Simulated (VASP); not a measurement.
## MgO: band structure with HSE06

**Experimental background.**

From “Electronic structure of alkaline earth and post-transition metal oxides”, 2009, arxiv:0908.1581, for a bulk crystal of MgO: band gap 7.83 eV.

The system is MgO.

```
Mg O
1.0
     0.00000    2.12205    2.12205
     2.12205    0.00000    2.12205
     2.12205    2.12205    0.00000
Mg O
1 1
Cartesian
  2.1220 2.1220 4.2441
  2.1220 2.1220 2.1220
```

The cell is a database's computed one.

| Property | Result |
| --- | --- |
| Program | VASP 6.6.1 |
| Task | band structure |
| Functional | HSE06 |
| Potentials or basis | VASP PAW PBE potentials, release 64 (Mg, O) |
| Cutoff | 450 eV |
| k mesh | 10 × 10 × 10 |
| Occupations | gaussian, width 0.02 eV |
| Spin | no spin polarisation |
| Grid for exact exchange (PRECFOCK) | Fast |
| Screening parameter | 0.2 1/A |
| Further INCAR settings | ALGO = Normal; EDIFF = 1e-06; NBANDS = 11 |

```json
{
 "Band gap on the k mesh": "6.22 eV, direct",
 "Band gap along the path": "6.22 eV, direct"
}
```

Levels at the corners of the path, in eV from the valence-band top:
| point | band 2 | band 3 | band 4 | band 5 | band 6 | band 7 |
| --- | --- | --- | --- | --- | --- | --- |
| Γ | 0.00 | 0.00 | 0.00 | 6.22 | 17.64 | 17.64 |
| X | -4.29 | -1.44 | -1.44 | 10.84 | 11.61 | 15.13 |
| X | -4.29 | -1.44 | -1.44 | 10.84 | 11.61 | 15.13 |
| W | -3.09 | -3.09 | -1.85 | 13.52 | 13.52 | 13.93 |
| W | -3.09 | -3.09 | -1.85 | 13.52 | 13.52 | 13.93 |
| K | -3.66 | -2.83 | -1.21 | 11.82 | 13.54 | 14.49 |
| K | -3.66 | -2.83 | -1.21 | 11.82 | 13.54 | 14.49 |
| Γ | 0.00 | 0.00 | 0.00 | 6.22 | 17.64 | 17.64 |
| Γ | 0.00 | 0.00 | 0.00 | 6.22 | 17.64 | 17.64 |
| L | -4.83 | -0.69 | -0.69 | 9.54 | 14.62 | 18.10 |
| L | -4.83 | -0.69 | -0.69 | 9.54 | 14.62 | 18.10 |
| U | -3.66 | -2.83 | -1.21 | 11.82 | 13.54 | 14.49 |
| U | -3.66 | -2.83 | -1.21 | 11.82 | 13.54 | 14.49 |
| W | -3.09 | -3.09 | -1.85 | 13.52 | 13.52 | 13.93 |
| W | -3.09 | -3.09 | -1.85 | 13.52 | 13.52 | 13.93 |
| L | -4.83 | -0.69 | -0.69 | 9.54 | 14.62 | 18.10 |
| L | -4.83 | -0.69 | -0.69 | 9.54 | 14.62 | 18.10 |
| K | -3.66 | -2.83 | -1.21 | 11.82 | 13.54 | 14.49 |
| U | -3.66 | -2.83 | -1.21 | 11.82 | 13.54 | 14.49 |
| X | -4.29 | -1.44 | -1.44 | 10.84 | 11.61 | 15.13 |

Wall time 34 min on 2 MPI ranks on Intel(R) Xeon(R) Platinum 8488C (Sapphire Rapids), with other jobs on the host, peak memory 0.29 GiB a rank.

Measured gap of MgO: 7.83 eV (quoted in “Electronic structure of alkaline earth and post-transition metal oxides”, 2009, arxiv:0908.1581). This calculation gives 6.22 eV (-1.61 eV). The value is that of HSE06, without temperature or zero-point motion. The cell is a database's relaxed one, not the measured one, which moves gaps too.
